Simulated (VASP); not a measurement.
SrTiO3 (cubic perovskite) relaxed at rising pressure, in one space group throughout; other phases were not tried. The pressures are those reached. Level of theory: PBE GGA, VASP's PBE PAW potentials (set 64) (plane waves; VASP).

| P (GPa) | V (Å³/atom) | k-mesh |
|---|---|---|
| -0.02 | 12.227 | 6×6×6 |
| 4.98 | 11.894 | 6×6×6 |
| 9.95 | 11.603 | 6×6×6 |
| 19.83 | 11.120 | 6×6×6 |
| 29.80 | 10.720 | 6×6×6 |

Q: Fit an equation of state and predict the volume at 44.96 GPa.

A: Least squares on the third-order Birch-Murnaghan form, P = (3B0/2)(y⁷ − y⁵)[1 + (3/4)(B′ − 4)(y² − 1)] with y = (V0/V)^(1/3), gives V0 = 12.226 Å³/atom, B0 = 170 GPa and B′ = 4.4, and so 10.225 Å³/atom. The run gave 10.223 Å³/atom, -0.0 % from the fit.

Pressures at which the relaxation failed are left out.

The compound is SrTiO3 in the cubic perovskite structure, the ideal cubic form; the compound distorts at low or room temperature.
